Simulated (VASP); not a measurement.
Output of a VASP run:

File OSZICAR:
```
...
DAV:   8    -0.684196143326E+02    0.82484E+00   -0.15307E+00   934   0.850E+00    0.325E+00
DAV:   9    -0.684158334906E+02    0.37808E-02   -0.94081E-01   869   0.641E+00    0.249E+00
DAV:  10    -0.688166211609E+02   -0.40079E+00   -0.39309E-01   859   0.455E+00    0.452E-01
DAV:  11    -0.688476574775E+02   -0.31036E-01   -0.40196E-02   859   0.148E+00    0.491E-01
DAV:  12    -0.688429125821E+02    0.47449E-02   -0.47616E-02   858   0.134E+00    0.352E-01
DAV:  13    -0.688546910983E+02   -0.11779E-01   -0.12654E-02   858   0.836E-01    0.108E-01
DAV:  14    -0.688568603521E+02   -0.21693E-02   -0.11410E-03   908   0.273E-01    0.559E-02
DAV:  15    -0.688569632431E+02   -0.10289E-03   -0.47743E-04   858   0.153E-01    0.202E-02
DAV:  16    -0.688571329780E+02   -0.16973E-03   -0.93139E-05   867   0.879E-02    0.132E-02
DAV:  17    -0.688571377122E+02   -0.47341E-05   -0.23101E-06   718   0.116E-02    0.572E-03
DAV:  18    -0.688571319291E+02    0.57831E-05   -0.49614E-06   853   0.178E-02    0.417E-03
DAV:  19    -0.688571382342E+02   -0.63051E-05   -0.27850E-06   661   0.150E-02    0.150E-03
DAV:  20    -0.688571383181E+02   -0.83942E-07   -0.17226E-07   429   0.352E-03
   1 F= -.68857138E+02 E0= -.68857138E+02  d E =-.688571E+02
       N       E                     dE             d eps       ncg     rms          rms(c)
DAV:   1    -0.689557868001E+02   -0.98649E-01   -0.45473E+00   858   0.136E+01    0.386E+00
DAV:   2    -0.688985769465E+02    0.57210E-01   -0.36964E-01   858   0.449E+00    0.139E+00
DAV:   3    -0.688597577244E+02    0.38819E-01   -0.11063E-01   858   0.216E+00    0.105E+00
DAV:   4    -0.688507005382E+02    0.90572E-02   -0.33425E-02   858   0.128E+00    0.311E-01
DAV:   5    -0.688510370210E+02   -0.33648E-03   -0.33152E-03   924   0.450E-01    0.146E-01
DAV:   6    -0.688508729373E+02    0.16408E-03   -0.22098E-03   858   0.319E-01    0.326E-02
DAV:   7    -0.688516869018E+02   -0.81396E-03   -0.76295E-04   858   0.196E-01    0.172E-02
DAV:   8    -0.688517083369E+02   -0.21435E-04   -0.13190E-04   858   0.788E-02    0.951E-03
DAV:   9    -0.688517249511E+02   -0.16614E-04   -0.57420E-05   858   0.598E-02    0.397E-03
DAV:  10    -0.688517512913E+02   -0.26340E-04   -0.10495E-05   858   0.269E-02    0.402E-03
DAV:  11    -0.688517513628E+02   -0.71572E-07   -0.13398E-06   429   0.871E-03
   2 F= -.68851751E+02 E0= -.68851751E+02  d E =0.538696E-02
       N       E                     dE             d eps       ncg     rms          rms(c)
DAV:   1    -0.688987323534E+02   -0.46981E-01   -0.15359E+00   858   0.789E+00    0.235E+00
DAV:   2    -0.688756377099E+02    0.23095E-01   -0.11573E-01   858   0.245E+00    0.722E-01
DAV:   3    -0.688666765645E+02    0.89611E-02   -0.32039E-02   858   0.118E+00    0.612E-01
DAV:   4    -0.688630291156E+02    0.36474E-02   -0.10113E-02   858   0.726E-01    0.191E-01
DAV:   5    -0.688630709914E+02   -0.41876E-04   -0.11848E-03   923   0.264E-01    0.103E-01
DAV:   6    -0.688631593041E+02   -0.88313E-04   -0.64349E-04   858   0.175E-01    0.170E-02
DAV:   7    -0.688633386682E+02   -0.17936E-03   -0.23006E-04   858   0.110E-01    0.867E-03
DAV:   8    -0.688633626431E+02   -0.23975E-04   -0.52964E-05   858   0.491E-02    0.560E-03
DAV:   9    -0.688633671319E+02   -0.44888E-05   -0.15778E-05   860   0.313E-02    0.197E-03
DAV:  10    -0.688633757108E+02   -0.85789E-05   -0.37649E-06   726   0.163E-02    0.165E-03
DAV:  11    -0.688633755401E+02    0.17069E-06   -0.25368E-07   429   0.406E-03
   3 F= -.68863376E+02 E0= -.68863376E+02  d E =-.623722E-02
```

File OUTCAR:
```
------------------------ aborting loop because EDIFF is reached ----------------------------------------
  FORCE on cell =-STRESS in cart. coord.  units (eV):
  Direction    XX          YY          ZZ          XY          YZ          ZX
  --------------------------------------------------------------------------------------
  Total       -0.0609155     -0.0609156     -0.0063021      0.0000000      0.0000000      0.0000000
  in kB       -0.5273372     -0.5273373     -0.0545563      0.0000000      0.0000000      0.0000000
  external PRESSURE =      -0.3697436 kB  Pullay stress =       0.0000000 kB
  volume of cell :      185.08
      direct lattice vectors                 reciprocal lattice vectors
     6.156193234 -0.000000000 -0.000000000     0.162438046  0.093783641  0.000000000
    -3.078096617  5.331420218  0.000000000     0.000000000  0.187567282 -0.000000000
    -0.000000000  0.000000000  5.638908944     0.000000000  0.000000000  0.177339271
 POSITION                                       TOTAL-FORCE (eV/Angst)
 -----------------------------------------------------------------------------------
     -0.00000      0.00000      2.81945        -0.000000      0.000000      0.000000
      0.93709      1.62308      1.49340         0.004975      0.008616     -0.007920
      2.14101      3.70834      4.14551        -0.004975     -0.008616      0.007920
      4.28202     -0.00000      1.49340        -0.009949      0.000000     -0.007920
     -1.20392      5.33142      4.14551         0.009949     -0.000000      0.007920
      4.01518      3.70834      1.49340         0.004975     -0.008616     -0.007920
     -0.93709      1.62308      4.14551        -0.004975      0.008616      0.007920
 -----------------------------------------------------------------------------------
    total drift:                                0.000000     -0.000000      0.000000
  FREE ENERGIE OF THE ION-ELECTRON SYSTEM (eV)
  ---------------------------------------------------
  free  energy   TOTEN  =       -68.8633755401 eV

  energy  without entropy=      -68.8633755401  energy(sigma->0) =      -68.86337554

 reached required accuracy - stopping structural energy minimisation
```
(Selected blocks of OUTCAR.)

File POSCAR:
```
MoCl6
1
    6.1405828975     0.0000000000    -0.0000000000
   -3.0702914488     5.3179012657     0.0000000000
   -0.0000000000    -0.0000000000     5.6233259427
Mo Cl
1 6
Direct
  0.0000000000   0.0000000000   0.5000000000
  0.3038646915   0.3038646915   0.2652873120
  0.6961353085   0.6961353085   0.7347126880
  0.6961353085   0.0000000000   0.2652873120
  0.3038646915   0.0000000000   0.7347126880
  1.0000000000   0.6961353085   0.2652873120
  0.0000000000   0.3038646915   0.7347126880
```

**Question.** Write an INCAR and KPOINTS that could have produced this output.

**Answer.** This is not unique; one that fits is the input of the run itself, r2SCAN meta-GGA, plane waves, VASP's PBE PAW potentials (set 64).

File KPOINTS:
```
Automatic mesh
0
Gamma
4 4 4
0 0 0
```

INCAR:
```
ALGO  =  Normal
EDIFF  =  1E-6
EDIFFG  =  -0.02
ENCUT  =  400
IBRION  =  2
ISIF  =  3
ISMEAR  =  0
LASPH  =  T
LCHARG  =  F
LMAXMIX  =  4
LMIXTAU  =  T
LREAL  =  F
LWAVE  =  F
METAGGA  =  R2SCAN
NELM  =  100
NSW  =  60
PREC  =  Accurate
SIGMA  =  0.05
SYSTEM  =  MoCl6
```

POTCAR, in this order: Mo_sv Cl (PBE.64 set). Program: vasp_std.

The structure comes from a computed database's MoCl6 entry (P-31m); how it stands against other phases isn't given here. This run relaxes it. Symmetry was kept, so distortions that lower it aren't found. The start is the result of an earlier pass.
